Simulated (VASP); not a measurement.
An input for Quantum ESPRESSO's pw.x (written as the equivalent of a VASP run, and not itself run):

```
&CONTROL
  calculation = 'vc-relax'
  pseudo_dir = './pseudo'
  outdir = './out'
  tprnfor = .true.
  tstress = .true.
  nstep = 60
  forc_conv_thr = 0.00078
/
&SYSTEM
  ibrav = 0
  nat = 4
  ntyp = 2
  ecutwfc = 84
  occupations = 'smearing'
  smearing = 'methfessel-paxton'
  degauss = 0.00735
  input_dft = 'pbe'
/
&ELECTRONS
  conv_thr = 7.3e-08
  electron_maxstep = 100
/
&IONS
/
&CELL
/
ATOMIC_SPECIES
  Sn 118.710 Sn.upf
  O 15.999 O.upf
CELL_PARAMETERS angstrom
     3.4611908   -0.0000000    0.0000000
    -1.7305954    2.9974790   -0.0000000
    -0.0000000   -0.0000000    6.4572258
ATOMIC_POSITIONS crystal
  Sn   0.0000000  0.0000000  0.0000000
  Sn   0.0000000  0.0000000  0.5000000
  O    0.3333330  0.6666670  0.2500000
  O    0.6666670  0.3333330  0.7500000
K_POINTS automatic
  9 9 5 0 0 0
```

**Question.** Translate this input to VASP (INCAR, KPOINTS, POSCAR, choice of POTCAR).

**Answer.** Several could match; the one computed here: 
File POSCAR:
```
SnO
1
    3.4611907538    -0.0000000000     0.0000000000
   -1.7305953769     2.9974789600    -0.0000000000
   -0.0000000000    -0.0000000000     6.4572257980
Sn O
2 2
Direct
  0.0000000000   0.0000000000   0.0000000000
  0.0000000000   0.0000000000   0.5000000000
  0.3333330000   0.6666670000   0.2500000000
  0.6666670000   0.3333330000   0.7500000000
```

INCAR:
```
SYSTEM = SnO
PREC = Accurate
ENCUT = 520
EDIFF = 1E-6
NELM = 100
ALGO = Normal
LREAL = .FALSE.
LASPH = .TRUE.
ISMEAR = 1
SIGMA = 0.1
GGA = PE
LMAXMIX = 4
LWAVE = .FALSE.
LCHARG = .FALSE.
IBRION = 2
ISIF = 3
NSW = 60
EDIFFG = -0.02
```

### KPOINTS
```
K-points
0
gamma
  9 9 5
0 0 0
```

POTCAR, in this order: Sn_d O (PBE.64 set). Program: vasp_std.

What does not carry over: the potentials are each code's own (VASP's PAW set, PseudoDojo norm-conserving files in pw.x), so ENCUT and ecutwfc are chosen apart and not converted; conv_thr bounds pw.x's estimated SCF error, while EDIFF bounds the energy change between steps; forc_conv_thr acts on force components and is met together with etot_conv_thr.

The structure was generated: SnO was put into the NiAs type type (P6_3/mmc), which need not be its known phase. It was relaxed first, which changed the volume by +60 %. The start is the result of an earlier pass.
